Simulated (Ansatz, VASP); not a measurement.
Two plane-wave programs on Si

Contents of POSCAR:

```
Si
1.0
    0.0000000000      2.7218511900      2.7218511900
    2.7218511900      0.0000000000      2.7218511900
    2.7218511900      2.7218511900      0.0000000000
Si
2
Direct
    0.7500000000      0.7500000000      0.7500000000
    0.5000000000      0.5000000000      0.5000000000
```

Contents of INCAR.step1:

```
PREC = Accurate
ENCUT = 520
ISMEAR = 0
SIGMA = 0.02
LREAL = F
LASPH = T
NELM = 100
NBANDS = 11
GGA = PE
ALGO = Normal
EDIFF = 1E-4
LWAVE = T
LCHARG = F
```

Contents of INCAR.step2:

```
PREC = Accurate
ENCUT = 520
EDIFF = 1E-7
ISMEAR = 0
SIGMA = 0.02
LREAL = F
LASPH = T
NELM = 100
ALGO = Normal
ISIF = 2
LWAVE = F
LCHARG = F
METAGGA = R2SCAN
LMIXTAU = T
NBANDS = 11
ISTART = 1
```

Contents of KPOINTS:

```
regular mesh
0
Gamma
  8 8 8
```

Input for Ansatz:

```yaml
crystal:
  lattice:
    - [0.0, 2.72185119, 2.72185119]
    - [2.72185119, 0.0, 2.72185119]
    - [2.72185119, 2.72185119, 0.0]
  atoms:
    - { symbol: Si, position: [0.75, 0.75, 0.75] }
    - { symbol: Si, position: [0.5, 0.5, 0.5] }
basis:
  ecutwfc: 500
kpoints:
  mp_grid: { grid: [8, 8, 8] }
  band_path: { path: [VBM, CBM], npoints: 2 }
hamiltonian:
  xc: r2scan
scf:
  occupations: { method: gaussian, width: 0.02 }
output:
  forces: true
  stress: true
  eigenvalues: true
```

Alike in both runs: task single point; functional r2SCAN; k mesh 8 × 8 × 8; occupations gaussian, width 0.02 eV; no spin polarisation.

|  | VASP | Ansatz |
| --- | --- | --- |
| version | VASP 6.6.1 | Ansatz 0.2.0 |
| potentials or method | VASP PAW PBE potentials, release 64 (Si) | scalar-relativistic, plane waves, PAW |
| plane-wave cutoff (eV) | 520 | 500 |
| valence electrons in the cell | 8 | 8 |

|  | VASP | Ansatz | Ansatz less VASP |
| --- | --- | --- | --- |
| gap on the k mesh at the Fermi level (eV) | 0.83 | 0.81 | -0.015 |
| least direct gap on the mesh (eV) | 2.75 | 2.74 | -0.016 |
| pressure (GPa) | -0.2 | 0.0 | +0.24 |

Caveats: the PAW data sets were made with another functional, which shifts forces and pressure a little (VASP). A k mesh can miss the band edges. r2SCAN opens gaps a little over a GGA but as a rule still falls short of measured ones.
